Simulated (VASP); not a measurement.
VASP input:

### INCAR
```
SYSTEM = ZrC
PREC = Accurate
ENCUT = 520
EDIFF = 1E-7
NELM = 100
ALGO = Normal
LREAL = .FALSE.
LASPH = .TRUE.
ISMEAR = 1
SIGMA = 0.1
GGA = RE
LMAXMIX = 4
LWAVE = .FALSE.
LCHARG = .FALSE.
ISIF = 2
```

POSCAR:
```
ZrC
3.3095240
  0.0000000000   0.7071068468   0.7071068468
  0.7071068468   0.0000000000   0.7071068468
  0.7071068468   0.7071068468   0.0000000000
Zr C
1 1
direct
  0.0000000000   0.0000000000   0.0000000000
  0.5000000000   0.5000000000   0.5000000000
```

File KPOINTS:
```
Automatic mesh
0
G
  13 13 13
0 0 0
```

POTCAR, in this order: Zr_sv C (PBE.64 set). Program: vasp_std.

Question: Translate this revPBE calculation to Ansatz.

Answer: One equivalent input (not run):
Ansatz 0.2 input:
```yaml
crystal:
  lattice:
    - [0.0000000, 2.3401871, 2.3401871]
    - [2.3401871, 0.0000000, 2.3401871]
    - [2.3401871, 2.3401871, 0.0000000]
  atoms:
    - { symbol: Zr, position: [0.0000000, 0.0000000, 0.0000000] }
    - { symbol: C, position: [0.5000000, 0.5000000, 0.5000000] }
kpoints:
  mp_grid: { grid: [13, 13, 13] }
hamiltonian:
  xc: revpbe
  pseudopotentials: { kind: paw }
scf:
  occupations: { method: methfessel_paxton, width: 0.1 }
  max_iter: 100
output: { forces: true, stress: true, eigenvalues: true }
```
The two are equivalent in intent, not identical: each code has its own PAW files, so the cut-off isn't converted (ENCUT is set for VASP's; basis.ecutwfc is left out, and Ansatz then takes the one that its files recommend); Ansatz stops its SCF on the density residual and VASP on the energy change (EDIFF).

The compound is ZrC in the rock salt structure. This cell is one point of a volume scan, at 0.97 of the reference volume.
